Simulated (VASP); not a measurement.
Input:

```xyz
2
Lattice="0.0000 2.2771 2.2771 2.2771 0.0000 2.2771 2.2771 2.2771 0.0000" Properties=species:S:1:pos:R:3 pbc="T T T"
Zr     0.0000     0.0000     0.0000
N      2.2771     2.2771     2.2771
```

Method: PBEsol GGA with spin-orbit coupling, VASP's PBE PAW potentials (set 64) (plane waves; VASP 6.6.1). Settings: 520 eV cut-off, 12×12×12 Γ-centred mesh, Gaussian smearing of 0.050 eV, potentials Zr_sv N.

Q: Give the energies of bands 11 to 23 at the high-symmetry points, in eV from the Fermi level.

A: 
```tsv
band	Γ	X	U	L	W
11	-2.69	-4.52	-5.55	-7.77	-5.49
12	-2.69	-4.52	-5.55	-7.77	-5.49
13	-2.62	-3.58	-4.72	-5.78	-4.82
14	-2.62	-3.58	-4.72	-5.78	-4.82
15	-2.62	-3.18	-4.47	-5.77	-4.66
16	-2.62	-3.18	-4.47	-5.77	-4.66
17	-0.43	-3.07	-0.71	3.13	1.05
18	-0.43	-3.07	-0.71	3.13	1.05
19	-0.43	3.50	3.54	3.21	1.09
20	-0.43	3.50	3.54	3.21	1.09
21	-0.36	4.68	3.83	3.26	4.71
22	-0.36	4.68	3.83	3.26	4.71
23	1.64	4.78	5.43	4.82	4.91
```

It has no gap at this level: it comes out as a metal or semimetal.

The compound is ZrN in the rock salt structure. It was relaxed first.
